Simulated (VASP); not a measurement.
Here is a VASP 6.6.1 calculation.

Contents of INCAR:

```
SYSTEM = H
PREC = Accurate ; ENCUT = 450
EDIFF = 1E-6 ; ISMEAR = 0
SIGMA = 0.005 ; LREAL = .False.
LASPH = .True. ; NELM = 200
ALGO = Normal ; ISIF = 2
LWAVE = .False. ; LCHARG = .False.
GGA = PE ; IBRION = 2
NSW = 80 ; EDIFFG = -0.01
ISYM = 0
```

KPOINTS

```
Automatic mesh
0
Gamma
  1 1 1
  0 0 0
```

POSCAR

```
H
1.0
   14.0000000000      0.0000000000      0.0000000000
    0.0000000000     14.5000000000      0.0000000000
    0.0000000000      0.0000000000     15.0000000000
H
2
Direct
    0.4751409400      0.4989812700      0.5011822400
    0.5248590600      0.5010187300      0.4988177600
```

Potentials or basis: VASP PAW PBE potentials, release 64 (H).

Command:

```sh
$ cat potpaw_PBE.64/H/POTCAR > POTCAR
$ mpirun -np 2 vasp_gam > vasp.out
```

Question: Predict the gap between the frontier levels.

Answer: 10.25 eV.

Question: What does it give for the energy gained by relaxing?

Answer: 26.8 meV/atom.

The path:
```csv
step,energy change (eV),largest force (eV/Å),pressure (GPa)
1,0.0000,2.1559,0.02
2,0.2504,3.3623,-0.06
3,-0.0535,0.0739,0.00
4,-0.0535,0.0120,0.00
5,-0.0535,0.0244,0.00
6,-0.0535,0.0235,0.00
7,-0.0535,0.0213,0.00
8,-0.0535,0.0212,0.00
9,-0.0535,0.0211,0.00
10,-0.0535,0.0210,0.00
11,-0.0535,0.0208,0.00
12,-0.0535,0.0203,0.00
13,-0.0535,0.0195,0.00
14,-0.0535,0.0177,0.00
15,-0.0535,0.0143,0.00
16,-0.0535,0.0073,0.00
```

Expect the measured gap to be larger: semilocal functionals such as PBE lack the derivative discontinuity.
